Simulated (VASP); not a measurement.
An input for Quantum ESPRESSO's pw.x (written as the equivalent of a VASP run, and not itself run):

```
&CONTROL
  calculation = 'vc-relax'
  pseudo_dir = './pseudo'
  outdir = './out'
  tprnfor = .true.
  tstress = .true.
  nstep = 60
  forc_conv_thr = 0.00078
/
&SYSTEM
  ibrav = 0
  nat = 12
  ntyp = 2
  ecutwfc = 82
  occupations = 'smearing'
  smearing = 'gaussian'
  degauss = 0.003675
  input_dft = 'pbesol'
/
&ELECTRONS
  conv_thr = 7.3e-08
  electron_maxstep = 100
/
&IONS
/
&CELL
/
ATOMIC_SPECIES
  Ag 107.868 Ag.upf
  S 32.060 S.upf
CELL_PARAMETERS angstrom
     4.3315688    0.0000000    0.0000000
     0.0000000    6.7832493    0.0000000
     0.0000000    0.0000000    7.1012610
ATOMIC_POSITIONS crystal
  Ag   0.0090510  0.7733640  0.6414796
  Ag   0.4909490  0.2266360  0.1414796
  Ag   0.5090510  0.7266360  0.3585204
  Ag   0.9909490  0.2733640  0.8585204
  Ag   0.8453871  0.8872166  0.0426846
  Ag   0.6546129  0.1127834  0.5426846
  Ag   0.3453871  0.6127834  0.9573154
  Ag   0.1546129  0.3872166  0.4573154
  S    0.1218290  0.0041894  0.3416119
  S    0.3781710  0.9958106  0.8416119
  S    0.6218290  0.4958106  0.6583881
  S    0.8781710  0.5041894  0.1583881
K_POINTS automatic
  5 3 3 0 0 0
```

Translate this input to VASP (INCAR, KPOINTS, POSCAR, choice of POTCAR).

This is not unique; one that fits is 
### POSCAR
```
Ag2S
1
    4.3315688303     0.0000000000     0.0000000000
    0.0000000000     6.7832492990     0.0000000000
    0.0000000000     0.0000000000     7.1012609592
Ag S
8 4
Direct
  0.0090510185   0.7733639707   0.6414795834
  0.4909489815   0.2266360293   0.1414795834
  0.5090510185   0.7266360293   0.3585204166
  0.9909489815   0.2733639707   0.8585204166
  0.8453871022   0.8872166237   0.0426846204
  0.6546128978   0.1127833763   0.5426846204
  0.3453871022   0.6127833763   0.9573153796
  0.1546128978   0.3872166237   0.4573153796
  0.1218289841   0.0041893596   0.3416118831
  0.3781710159   0.9958106404   0.8416118831
  0.6218289841   0.4958106404   0.6583881169
  0.8781710159   0.5041893596   0.1583881169
```

File KPOINTS:
```
Automatic mesh
0
Gamma
5 3 3
0 0 0
```

### INCAR
```
! general
SYSTEM  = Ag2S
PREC    = Accurate
ENCUT   = 400
LREAL   = .False.
LASPH   = .True.

! electronic loop
EDIFF   = 1E-6
NELM    = 100
ALGO    = Normal
LMAXMIX = 4

! smearing
ISMEAR  = 0
SIGMA   = 0.05

! functional
GGA     = PS

! ions
IBRION  = 2
NSW     = 60
ISIF    = 3
EDIFFG  = -0.02

! output
LWAVE   = .False.
LCHARG  = .False.
```

POTCAR, in this order: Ag S (PBE.64 set). Program: vasp_std.

Limits of the translation: the potentials are each code's own (VASP's PAW set, PseudoDojo norm-conserving files in pw.x), so ENCUT and ecutwfc are chosen apart and not converted; conv_thr bounds pw.x's estimated SCF error, while EDIFF bounds the energy change between steps; forc_conv_thr acts on force components and is met together with etot_conv_thr.

The structure comes from a computed database's Ag2S entry (P2_12_12_1); how it stands against other phases isn't given here. This run relaxes it. Symmetry was kept, so distortions that lower it aren't found. The start is the result of an earlier pass.
